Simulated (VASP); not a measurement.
VASP input:

INCAR:
```
SYSTEM = RbCl
PREC = Accurate; ENCUT = 400; LREAL = .FALSE.
LASPH = .TRUE.
EDIFF = 1E-7; NELM = 100; ALGO = Normal
LMAXMIX = 4
ISMEAR = -5
GGA = PE
ISIF = 2
LWAVE = .FALSE.; LCHARG = .TRUE.; LORBIT = 11
NEDOS = 601
```

### POSCAR
```
RbCl
1
    0.0000000000     3.3467374415     3.3467374415
    3.3467374415     0.0000000000     3.3467374415
    3.3467374415     3.3467374415     0.0000000000
Rb Cl
1 1
Direct
  0.0000000000   0.0000000000   0.0000000000
  0.5000000000   0.5000000000   0.5000000000
```

### KPOINTS
```
Automatic mesh
0
Gamma
8 8 8
0 0 0
```

POTCAR, in this order: Rb_sv Cl (PBE.64 set). Program: vasp_std.

### Question
Translate this PBE calculation to Quantum ESPRESSO's pw.x.

### Answer
One equivalent input (not run):
```
&CONTROL
  calculation = 'scf'
  pseudo_dir = './pseudo'
  outdir = './out'
  tprnfor = .true.
  tstress = .true.
/
&SYSTEM
  ibrav = 0
  nat = 2
  ntyp = 2
  ecutwfc = 58
  occupations = 'tetrahedra'
  input_dft = 'pbe'
/
&ELECTRONS
  conv_thr = 7.3e-09
  electron_maxstep = 100
/
ATOMIC_SPECIES
  Rb 85.468 Rb.upf
  Cl 35.450 Cl.upf
CELL_PARAMETERS angstrom
     0.0000000    3.3467374    3.3467374
     3.3467374    0.0000000    3.3467374
     3.3467374    3.3467374    0.0000000
ATOMIC_POSITIONS crystal
  Rb   0.0000000  0.0000000  0.0000000
  Cl   0.5000000  0.5000000  0.5000000
K_POINTS automatic
  8 8 8 0 0 0
```
The two are equivalent in intent, not identical: the potentials are each code's own (VASP's PAW set, PseudoDojo norm-conserving files in pw.x), so ENCUT and ecutwfc are chosen apart and not converted; conv_thr bounds pw.x's estimated SCF error, while EDIFF bounds the energy change between steps.

The structure was generated: RbCl was put into the rock salt type (Fm-3m), which need not be its known phase. It was relaxed first, which changed the volume by -11 %.
